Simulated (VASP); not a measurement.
OSZICAR of a VASP run on Tm (hcp):

File OSZICAR:
```
       N       E                     dE             d eps       ncg     rms          rms(c)
DAV:   1     0.629020200054E+02    0.62902E+02   -0.82257E+03  4488   0.125E+03
DAV:   2    -0.530927965141E+01   -0.68211E+02   -0.67109E+02  4656   0.385E+02
DAV:   3    -0.967530598832E+01   -0.43660E+01   -0.40644E+01  7374   0.604E+01
DAV:   4    -0.978565002389E+01   -0.11034E+00   -0.10888E+00  7078   0.808E+00
DAV:   5    -0.978703925437E+01   -0.13892E-02   -0.13882E-02  6267   0.808E-01    0.246E+01
DAV:   6    -0.978633595865E+01    0.70330E-03   -0.30721E-02  7087   0.200E+00    0.147E+01
DAV:   7    -0.980018765935E+01   -0.13852E-01   -0.55476E-02  6759   0.265E+00    0.368E-01
DAV:   8    -0.979981988705E+01    0.36777E-03   -0.30662E-03  5780   0.518E-01    0.701E-02
DAV:   9    -0.979982485684E+01   -0.49698E-05   -0.22979E-04  7343   0.164E-01    0.282E-02
DAV:  10    -0.979982001503E+01    0.48418E-05   -0.18098E-05  6017   0.379E-02    0.316E-02
DAV:  11    -0.979982019411E+01   -0.17909E-06   -0.15785E-06  5766   0.137E-02    0.343E-03
DAV:  12    -0.979982032809E+01   -0.13398E-06   -0.17849E-07  3133   0.476E-03    0.106E-03
DAV:  13    -0.979982030919E+01    0.18899E-07   -0.38494E-08  2826   0.362E-03
   1 F= -.97998203E+01 E0= -.98001078E+01  d E =0.862336E-03
```

**Question.** Which electronic solver shows in the log?

**Answer.** It is blocked Davidson (ALGO = Normal, or the opening steps of other solvers). The INCAR had ALGO = Normal.

**Question.** Can the final energy be trusted as converged?

**Answer.** Self-consistency was reached. It stopped with EDIFF = 1E-7, NELM = 100 (PBEsol GGA, plane waves, VASP's PBE PAW potentials (set 64)). The 4f electrons are frozen in the core of the lanthanide potential, so 4f levels, which can set the real gap, and their magnetism are missing.

The compound is Tm in the hcp structure. This cell was strained or had an atom moved on purpose.
